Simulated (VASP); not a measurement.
Computed with rev-vdW-DF2, VASP's PBE PAW potentials (set 64) (plane waves; VASP 6.6.1).

VASP input:

### KPOINTS
```
kpoints
0
Gamma
  13 13 7
0 0 0
```

POSCAR:
```
Zr
1.0
  1.5674521446  -2.7149067012   0.0000000000
  1.5674521446   2.7149067012   0.0000000000
  0.0000000000   0.0000000000   5.0509044647
Zr
2
Cart
  1.5674521446   0.9049707103   1.2627261162
  1.5674521446  -0.9049707103   3.7881783485
```

INCAR:
```
SYSTEM  =  Zr
PREC  =  Accurate; ENCUT  =  520; LREAL  =  F
LASPH  =  T
EDIFF  =  1E-7; NELM  =  100; ALGO  =  Normal
LMAXMIX  =  4
ISMEAR  =  1; SIGMA  =  0.1
GGA  =  MK; LUSE_VDW  =  T; AGGAC  =  0.0
PARAM1  =  0.1234568; PARAM2  =  0.7114; ZAB_VDW  =  -1.8867
IBRION  =  2; NSW  =  30; ISIF  =  4
EDIFFG  =  -0.01
LWAVE  =  F; LCHARG  =  F
```

POTCAR, in this order: Zr_sv (PBE.64 set). Program: vasp_std.

What VASP printed:

**OSZICAR**
```
       N       E                     dE             d eps       ncg     rms          rms(c)
DAV:   1     0.224302887963E+03    0.22430E+03   -0.13730E+04  2696   0.150E+03
DAV:   2     0.136950764708E+01   -0.22293E+03   -0.22083E+03  3392   0.416E+02
DAV:   3    -0.127651043630E+02   -0.14135E+02   -0.14012E+02  5120   0.795E+01
DAV:   4    -0.130058968224E+02   -0.24079E+00   -0.24079E+00  2880   0.115E+01
DAV:   5    -0.130126035008E+02   -0.67067E-02   -0.67066E-02  4272   0.131E+00    0.169E+01
DAV:   6    -0.125149524886E+02    0.49765E+00   -0.78390E-01  2784   0.804E+00    0.711E+00
DAV:   7    -0.124243150968E+02    0.90637E-01   -0.55117E-01  3880   0.586E+00    0.111E+00
DAV:   8    -0.124303047439E+02   -0.59896E-02   -0.41286E-02  3424   0.185E+00    0.222E-01
DAV:   9    -0.124302829571E+02    0.21787E-04   -0.11758E-03  3296   0.359E-01    0.418E-02
DAV:  10    -0.124302411758E+02    0.41781E-04   -0.35598E-05  3800   0.573E-02    0.175E-02
DAV:  11    -0.124302422953E+02   -0.11195E-05   -0.59912E-06  2960   0.311E-02    0.549E-03
DAV:  12    -0.124302421092E+02    0.18614E-06   -0.30110E-07  2696   0.531E-03    0.234E-03
DAV:  13    -0.124302419939E+02    0.11527E-06   -0.51143E-08  1864   0.242E-03    0.105E-03
DAV:  14    -0.124302419592E+02    0.34678E-07   -0.20958E-08  1696   0.191E-03
   1 F= -.12430242E+02 E0= -.12430044E+02  d E =-.124302E+02
       N       E                     dE             d eps       ncg     rms          rms(c)
DAV:   1    -0.124307889362E+02   -0.54694E-03   -0.30436E-02  2704   0.164E+00    0.122E-01
DAV:   2    -0.124304292640E+02    0.35967E-03   -0.90769E-04  3104   0.243E-01    0.575E-02
DAV:   3    -0.124303271705E+02    0.10209E-03   -0.39310E-04  3680   0.144E-01    0.952E-03
DAV:   4    -0.124303278996E+02   -0.72908E-06   -0.57143E-06  3000   0.242E-02    0.450E-03
DAV:   5    -0.124303280556E+02   -0.15601E-06   -0.34628E-07  2848   0.513E-03    0.354E-04
DAV:   6    -0.124303280694E+02   -0.13828E-07   -0.18091E-08  1648   0.132E-03
   2 F= -.12430328E+02 E0= -.12430126E+02  d E =-.861102E-04
       N       E                     dE             d eps       ncg     rms          rms(c)
DAV:   1    -0.124306795641E+02   -0.35151E-03   -0.21608E-02  2688   0.139E+00    0.103E-01
DAV:   2    -0.124304234651E+02    0.25610E-03   -0.64700E-04  3128   0.204E-01    0.485E-02
DAV:   3    -0.124303507589E+02    0.72706E-04   -0.27947E-04  3648   0.121E-01    0.802E-03
DAV:   4    -0.124303512889E+02   -0.52996E-06   -0.40969E-06  3064   0.204E-02    0.380E-03
DAV:   5    -0.124303513945E+02   -0.10565E-06   -0.23989E-07  2656   0.430E-03    0.304E-04
DAV:   6    -0.124303514065E+02   -0.11965E-07   -0.14656E-08  1696   0.117E-03
   3 F= -.12430351E+02 E0= -.12430150E+02  d E =-.109447E-03
```

OUTCAR:
```
------------------------ aborting loop because EDIFF is reached ----------------------------------------
  FORCE on cell =-STRESS in cart. coord.  units (eV):
  Direction    XX          YY          ZZ          XY          YZ          ZX
  --------------------------------------------------------------------------------------
  Total        1.7689099      1.7689098      1.7697117     -0.0000000      0.0000000      0.0000000
  in kB       65.9277021     65.9276992     65.9575863     -0.0000000      0.0000000      0.0000000
  external PRESSURE =      65.9376625 kB  Pullay stress =       0.0000000 kB
  volume of cell :       42.99
      direct lattice vectors                 reciprocal lattice vectors
     1.565463814 -2.711462804  0.000000000     0.319394160 -0.184402308  0.000000000
     1.565463814  2.711462804 -0.000000000     0.319394160  0.184402308  0.000000000
     0.000000000  0.000000000  5.063743160     0.000000000  0.000000000  0.197482370
 POSITION                                       TOTAL-FORCE (eV/Angst)
 -----------------------------------------------------------------------------------
      1.56546      0.90382      1.26594        -0.000000      0.000000     -0.000000
      1.56546     -0.90382      3.79781         0.000000     -0.000000      0.000000
 -----------------------------------------------------------------------------------
    total drift:                                0.000000      0.001109     -0.000018
  FREE ENERGIE OF THE ION-ELECTRON SYSTEM (eV)
  ---------------------------------------------------
  free  energy   TOTEN  =       -12.4303514065 eV

  energy  without entropy=      -12.4297467748  energy(sigma->0) =      -12.43014986

 reached required accuracy - stopping structural energy minimisation
```
(Selected blocks of OUTCAR.)

File CONTCAR:
```
Zr
   1.00000000000000
     1.5654638141490793   -2.7114628038765063    0.0000000000000000
     1.5654638141490793    2.7114628038765063   -0.0000000000000000
     0.0000000000000000    0.0000000000000000    5.0637431603345959
  Zr
     2
Direct
     0.3333330000000032    0.6666669999999968    0.2500000000000000
     0.6666669999999968    0.3333330000000032    0.7500000000000000
```

### OUTCAR
```
 val. band max:        9.8419788330   @ k =   0.0769   0.0000   0.2857

 cond. band min:       9.8515175275   @ k =   0.0769   0.0769   0.1429


 Fermi energy:         9.8426590385

 k-point     1 :       0.0000    0.0000    0.0000
  band No.  band energies     occupation
      1     -38.8309      2.00000
      2     -38.6278      2.00000
      3     -17.5081      2.00000
      4     -16.3933      2.00000
      5     -16.3933      2.00000
      6     -16.2498      2.00000
      7     -16.2278      2.00000
      8     -16.2278      2.00000
      9       4.0789      2.00000
     10       6.5817      2.00000
     11      10.7143     -0.00000
     12      10.7143     -0.00000
     13      10.7148     -0.00000
     14      11.2534     -0.00000
     15      11.4481     -0.00000
     16      11.4481     -0.00000

 k-point     2 :       0.0769    0.0000    0.0000
  band No.  band energies     occupation
      1     -38.8213      2.00000
      2     -38.6234      2.00000
      3     -17.4849      2.00000
      4     -16.4483      2.00000
      5     -16.4107      2.00000
      6     -16.2846      2.00000
      7     -16.2588      2.00000
      8     -16.2351      2.00000
      9       4.2632      2.00000
     10       6.7528      2.00000
     11      10.2421     -0.00000
     12      10.8530     -0.00000
     13      10.8863     -0.00000
     14      11.0810     -0.00000
     15      11.2913     -0.00000
     16      11.6108     -0.00000

 k-point     3 :       0.1538    0.0000    0.0000
  band No.  band energies     occupation
      1     -38.7942      2.00000
      2     -38.6113      2.00000
      3     -17.4181      2.00000
      4     -16.6004      2.00000
      5     -16.4575      2.00000
      6     -16.4377      2.00000
      7     -16.2862      2.00000
      8     -16.2568      2.00000
      9       4.7816      2.00000
     10       7.1947      2.00000
     11       9.6784      2.04222
     12       9.9764     -0.06758
     13      10.8594     -0.00000
...
```

The compound is Zr in the hcp structure. This cell is one point of a volume scan, at 0.94 of the reference volume. Symmetry was kept, so distortions that lower it aren't found.
